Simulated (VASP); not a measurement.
Input of a VASP 6.6.1 run:

The input INCAR:

```
ALGO = Normal
EDIFF = 1E-5
ENCUT = 350
GGA = PS
ISIF = 2
ISMEAR = 0
ISPIN = 2
ISYM = 0
LASPH = True
LCHARG = False
LMAXMIX = 4
LORBIT = 11
LREAL = Auto
LWAVE = False
MAGMOM = 0 0 0 0 0 0 0 0 0 0 0 0.17 0.17 0.17 0 0 0 0 0 0.17 0.17 0.17 0
NBANDS = 118
NELECT = 193.0
NELM = 120
NUPDOWN = 1
PREC = Accurate
SIGMA = 0.03
```

KPOINTS

```
k-points
0
Gamma
  4 4 2
```

File POSCAR:

```
W7S16                                   
1.0
    6.3064000000      0.0000000000      0.0000000000
   -3.1532000000      5.4615026064      0.0000000000
    0.0000000000      0.0000000000     12.3230000000
  W               S             
     7    16
Direct
     0.1784847115738082    0.8416737379415432    0.2502457161362994
     0.6600098367571672    0.3234720206063383    0.2493940743436946
     0.6603583500558956    0.8421265323248119    0.2510414894366313
     0.3338106797665763    0.1670102202257074    0.7502530962917999
     0.3337262463359387    0.6669467979246673    0.7502761375544034
     0.8337342674213045    0.1668899251568345    0.7502508597076526
     0.8336668548858484    0.6669556430630894    0.7501907523023292
     0.1670268830559422    0.3335673815046148    0.6233005289569868
     0.1669543026081813    0.8334163288582837    0.6233362032842434
     0.6672382448472586    0.3336737959500959    0.6233160033486409
     0.6669619914318322    0.8335058869773834    0.6232457321268586
     0.3379054416203273    0.1768393567516023    0.1255927256401022
     0.3342341112227949    0.6828586489248938    0.1213428739735121
     0.8280732664381035    0.1622380970768061    0.1235876401364251
     0.8330207828489165    0.6703935629182106    0.1265137374667379
     0.1671165954266301    0.3336468879492911    0.8771166259446366
     0.1669744778899360    0.8337764476547367    0.8771572765973098
     0.6671157983810549    0.3336114528924812    0.8771828701150629
     0.6670732732222253    0.8335272064341869    0.8770721477477051
     0.3321517587670947    0.1566643322092710    0.3784344658227413
     0.3369153652427476    0.6651438446143224    0.3743735801009250
     0.8258551725348896    0.1702458480883587    0.3774639427779446
     0.8327035876655161    0.6679060439524738    0.3739045201873500
```

Potentials or basis: VASP PAW PBE potentials, release 64 (W_sv, S).

The run is started by

```bash
$ cat potpaw_PBE.64/W_sv/POTCAR potpaw_PBE.64/S/POTCAR > POTCAR
$ mpirun -np 1 vasp_std > vasp.out
```

Q: Estimate the largest force.

A: 0.119 eV/Å.

Forces on the atoms (eV/Å):
```
W    0.071  0.045  0.015
W   -0.016 -0.018 -0.116
W   -0.037 -0.009  0.084
W   -0.016  0.002 -0.022
W   -0.009 -0.017 -0.011
W    0.011  0.011 -0.013
W    0.008 -0.007  0.007
S    0.004  0.003  0.085
S    0.005  0.010  0.065
S   -0.010  0.000  0.079
S   -0.003  0.005  0.069
S   -0.065  0.002  0.021
S    0.039  0.056 -0.033
S   -0.043  0.080  0.002
S    0.000 -0.013  0.002
S   -0.003 -0.001 -0.067
S    0.002 -0.003 -0.072
S   -0.001  0.005 -0.063
S    0.001  0.002 -0.061
S    0.068  0.017  0.029
S   -0.031 -0.075 -0.020
S    0.022 -0.090  0.013
S    0.002 -0.003  0.006
```

Caveat: the cell is charged against a uniform background, so pressure and absolute levels hang on convention; the PAW data sets were made with another functional, which shifts forces and pressure a little; the total moment is fixed, so each spin has its own Fermi level. Spin-orbit coupling is left out, which matters for the levels of W.
